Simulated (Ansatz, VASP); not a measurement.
**Two plane-wave programs on Zn12S11O (a cell with a defect) (Wurtzite-4H)**

File INCAR:

```
SYSTEM = Zn12S11O
ALGO     = Fast           ! electronic algorithm
EDIFF    = 1E-8           ! SCF threshold, eV
ENCUT    = 520            ! plane-wave cutoff, eV
GGA      = PE             ! functional
ISIF     = 2              ! what is computed and relaxed
ISMEAR   = -1             ! smearing method
LASPH    = .TRUE.         ! aspherical terms in the spheres
LCHARG   = .FALSE.        ! write CHGCAR
LEFG     = .TRUE.       
LREAL    = Auto         
LWAVE    = .FALSE.        ! write WAVECAR
NBANDS   = 126            ! bands
NELM     = 100            ! most SCF steps
PREC     = Accurate       ! precision mode
SIGMA    = 0.01           ! smearing width, eV
```

File KPOINTS:

```
k-points
0
G
  3 3 2
  0 0 0
```

The input POSCAR:

```
Zn12S11O
1.0
    5.7340500000      3.3105553110      0.0000000000
   -5.7340500000      3.3105553110      0.0000000000
    0.0000000000      0.0000000000     12.5200000000
Zn S O
12 11 1
Direct
    0.0000000000      0.0000000000      0.0000000000
    0.3333333333      0.6666666667      0.0000000000
    0.6666666667      0.3333333333      0.0000000000
    0.0000000000      0.0000000000      0.5000000000
    0.3333333333      0.6666666667      0.5000000000
    0.6666666667      0.3333333333      0.5000000000
    0.3333333333      0.3333333334      0.2500000000
    0.6666666667      0.0000000000      0.2500000000
    0.0000000000      0.6666666667      0.2500000000
    0.3333333333      1.0000000000      0.7500000000
    0.6666666667      0.6666666666      0.7500000000
    0.0000000000      0.3333333333      0.7500000000
    0.0000000000      0.0000000000      0.1875000000
    0.3333333333      0.6666666667      0.1875000000
    0.6666666667      0.3333333333      0.1875000000
    0.0000000000      0.0000000000      0.6875000000
    0.3333333333      0.6666666667      0.6875000000
    0.6666666667      0.3333333333      0.6875000000
    0.6666666667      0.0000000000      0.4375000000
    0.0000000000      0.6666666667      0.4375000000
    0.3333333333      1.0000000000      0.9375000000
    0.6666666667      0.6666666666      0.9375000000
    0.0000000000      0.3333333333      0.9375000000
    0.3333333333      0.3333333334      0.4375000000
```

Input for Ansatz:

```yaml
crystal:
  lattice:
    - [5.73405, 3.310555311, 0.0]
    - [-5.73405, 3.310555311, 0.0]
    - [0.0, 0.0, 12.52]
  atoms:
    - { symbol: Zn, position: [0.0, 0.0, 0.0] }
    - { symbol: Zn, position: [0.3333333333, 0.6666666667, 0.0] }
    - { symbol: Zn, position: [0.6666666667, 0.3333333333, 0.0] }
    - { symbol: Zn, position: [0.0, 0.0, 0.5] }
    - { symbol: Zn, position: [0.3333333333, 0.6666666667, 0.5] }
    - { symbol: Zn, position: [0.6666666667, 0.3333333333, 0.5] }
    - { symbol: Zn, position: [0.3333333333, 0.3333333334, 0.25] }
    - { symbol: Zn, position: [0.6666666667, 0.0, 0.25] }
    - { symbol: Zn, position: [0.0, 0.6666666667, 0.25] }
    - { symbol: Zn, position: [0.3333333333, 1.0, 0.75] }
    - { symbol: Zn, position: [0.6666666667, 0.6666666666, 0.75] }
    - { symbol: Zn, position: [0.0, 0.3333333333, 0.75] }
    - { symbol: S, position: [0.0, 0.0, 0.1875] }
    - { symbol: S, position: [0.3333333333, 0.6666666667, 0.1875] }
    - { symbol: S, position: [0.6666666667, 0.3333333333, 0.1875] }
    - { symbol: S, position: [0.0, 0.0, 0.6875] }
    - { symbol: S, position: [0.3333333333, 0.6666666667, 0.6875] }
    - { symbol: S, position: [0.6666666667, 0.3333333333, 0.6875] }
    - { symbol: O, position: [0.3333333333, 0.3333333334, 0.4375] }
    - { symbol: S, position: [0.6666666667, 0.0, 0.4375] }
    - { symbol: S, position: [0.0, 0.6666666667, 0.4375] }
    - { symbol: S, position: [0.3333333333, 1.0, 0.9375] }
    - { symbol: S, position: [0.6666666667, 0.6666666666, 0.9375] }
    - { symbol: S, position: [0.0, 0.3333333333, 0.9375] }
kpoints:
  mp_grid: { grid: [3, 3, 2] }
scf:
  occupations: { method: fermi_dirac, width: 0.01 }
hamiltonian:
  xc: pbe
  pseudopotentials: { kind: paw }
output:
  forces: true
  stress: true
  populations: true
  efg:
    quadrupole_moments_barn: { Zn: 0.122, S: -0.0694, O: -0.02558 }
    contact_densities: true
```

Alike in both runs: task electric field gradients; functional PBE; k mesh 3 × 3 × 2; occupations fermi-dirac, width 0.01 eV; no spin polarisation.

```csv
,VASP,Ansatz
version,VASP 6.6.1,Ansatz 0.2.0
potentials or method,"VASP PAW PBE potentials, release 64 (Zn, S, O)","plane-wave PAW, scalar-relativistic"
plane-wave cutoff (eV),520,420
valence electrons in the cell,216,216
```

|  | VASP | Ansatz | Ansatz less VASP |
| --- | --- | --- | --- |
| gap on the k mesh at the Fermi level (eV) | 1.81 | 1.81 | -0.003 |
| pressure (GPa) | -0.6 | -0.7 | -0.15 |
| largest component of the traceless stress (GPa) | 0.12 | 0.12 | +0.001 |
| rms of the force components (eV/Å) | 0.320 | 0.319 | -0.0015 |
| Vzz of the field gradient on the site that differs most (V/Å²) | 37.1 | 31.2 | -5.90 |

Expect the measured gap to be larger: semilocal functionals such as PBE lack the derivative discontinuity.
